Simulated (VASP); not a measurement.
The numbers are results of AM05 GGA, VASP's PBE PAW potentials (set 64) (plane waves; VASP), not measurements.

Input for VASP

POSCAR:
```
Pb
2.4750
  0.0000000000   1.0000000000   1.0000000000
  1.0000000000   0.0000000000   1.0000000000
  1.0000000000   1.0000000000   0.0000000000
Pb
1
Cart
  0.0000000000   0.0000000000   0.0000000000
```

**INCAR**
```
ALGO  =  Normal
EDIFF  =  1E-6
ENCUT  =  400
GGA  =  AM
ISIF  =  2
ISMEAR  =  1
LASPH  =  .TRUE.
LCHARG  =  .FALSE.
LMAXMIX  =  4
LREAL  =  .FALSE.
LWAVE  =  .FALSE.
NELM  =  100
PREC  =  Accurate
SIGMA  =  0.1
SYSTEM  =  Pb
```

KPOINTS:
```
Automatic mesh
0
G
11 11 11
```

POTCAR, in this order: Pb_d (PBE.64 set). Program: vasp_std.

The resulting files:

File OSZICAR:
```
       N       E                     dE             d eps       ncg     rms          rms(c)
DAV:   1     0.934562582473E+02    0.93456E+02   -0.63723E+03  1263   0.123E+03
DAV:   2     0.419703660819E+00   -0.93037E+02   -0.90913E+02  1256   0.305E+02
DAV:   3    -0.361669784056E+01   -0.40364E+01   -0.40245E+01  1469   0.750E+01
DAV:   4    -0.370601229590E+01   -0.89314E-01   -0.89300E-01  1523   0.123E+01
DAV:   5    -0.370926879562E+01   -0.32565E-02   -0.32564E-02  1523   0.200E+00    0.512E-01
DAV:   6    -0.370018091224E+01    0.90879E-02   -0.14228E-02  1506   0.227E+00    0.259E-01
DAV:   7    -0.369785872413E+01    0.23222E-02   -0.65065E-03  1466   0.142E+00    0.873E-02
DAV:   8    -0.369776403775E+01    0.94686E-04   -0.38803E-04  1591   0.396E-01    0.959E-03
DAV:   9    -0.369776308613E+01    0.95162E-06   -0.83663E-06  1486   0.561E-02
   1 F= -.36977631E+01 E0= -.36977414E+01  d E =-.651227E-04
```

File OUTCAR:
```
------------------------ aborting loop because EDIFF is reached ----------------------------------------
  FORCE on cell =-STRESS in cart. coord.  units (eV):
  Direction    XX          YY          ZZ          XY          YZ          ZX
  --------------------------------------------------------------------------------------
  Total       -0.0806013     -0.0806013     -0.0806013      0.0000000     -0.0000000      0.0000000
  in kB       -4.2588974     -4.2588974     -4.2588974      0.0000000     -0.0000000      0.0000000
  external PRESSURE =      -4.2588974 kB  Pullay stress =       0.0000000 kB
  volume of cell :       30.32
      direct lattice vectors                 reciprocal lattice vectors
     0.000000000  2.475000000  2.475000000    -0.202020202  0.202020202  0.202020202
     2.475000000  0.000000000  2.475000000     0.202020202 -0.202020202  0.202020202
     2.475000000  2.475000000  0.000000000     0.202020202  0.202020202 -0.202020202
 POSITION                                       TOTAL-FORCE (eV/Angst)
 -----------------------------------------------------------------------------------
      0.00000      0.00000      0.00000         0.000000      0.000000      0.000000
 -----------------------------------------------------------------------------------
    total drift:                                0.000000      0.000000      0.000000
  FREE ENERGIE OF THE ION-ELECTRON SYSTEM (eV)
  ---------------------------------------------------
  free  energy   TOTEN  =        -3.6977630861 eV

  energy  without entropy=       -3.6976979634  energy(sigma->0) =       -3.69774138
```
(Selected blocks of OUTCAR.)

The compound is Pb in the fcc structure. The cell was not relaxed at this level. The run is one of a series of settings (GGA = AM against the base run), some of them coarse on purpose.
